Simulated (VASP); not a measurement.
Input for VASP

### POSCAR
```
BeSe
5.1851790
  0.0000000000   0.4999999599   0.4999999599
  0.4999999599   0.0000000000   0.4999999599
  0.4999999599   0.4999999599   0.0000000000
Be Se
1 1
Cart
  0.9999999197   0.9999999197   0.9999999197
  0.2499999799   0.2499999799   0.2499999799
```

KPOINTS:
```
Automatic mesh
0
Gamma
9 9 9
0 0 0
```

### INCAR
```
LASPH  =  T   # aspherical one-centre terms
LREAL  =  F
GGA  =  PS   # PBEsol
LCHARG  =  F
ISIF  =  2
ALGO  =  Normal
ISMEAR  =  0   # Gaussian
LMAXMIX  =  4
ENCUT  =  520   # plane-wave cut-off (eV)
LWAVE  =  F
NELM  =  100   # most electronic steps
PREC  =  Accurate
SIGMA  =  0.05
SYSTEM  =  BeSe
EDIFF  =  1E-7   # SCF stop (eV)
```

POTCAR, in this order: Be Se (PBE.64 set). Program: vasp_std.

Question: Write an equivalent input for Ansatz.

Answer: One equivalent input (not run):
Ansatz 0.2 input:
```yaml
crystal:
  lattice:
    - [0.0000000, 2.5925893, 2.5925893]
    - [2.5925893, 0.0000000, 2.5925893]
    - [2.5925893, 2.5925893, 0.0000000]
  atoms:
    - { symbol: Be, position: [1.0000000, 1.0000000, 1.0000000] }
    - { symbol: Se, position: [0.2500000, 0.2500000, 0.2500000] }
kpoints:
  mp_grid: { grid: [9, 9, 9] }
hamiltonian:
  xc: pbesol
  pseudopotentials: { kind: paw }
scf:
  occupations: { method: gaussian, width: 0.05 }
  max_iter: 100
output: { forces: true, stress: true, eigenvalues: true }
```
Limits of the translation: each code has its own PAW files, so the cut-off isn't converted (ENCUT is set for VASP's; basis.ecutwfc is left out, and Ansatz then takes the one that its files recommend); Ansatz stops its SCF on the density residual and VASP on the energy change (EDIFF).

The compound is BeSe in the zinc blende structure. This cell is one point of a volume scan, at 1.03 of the reference volume.
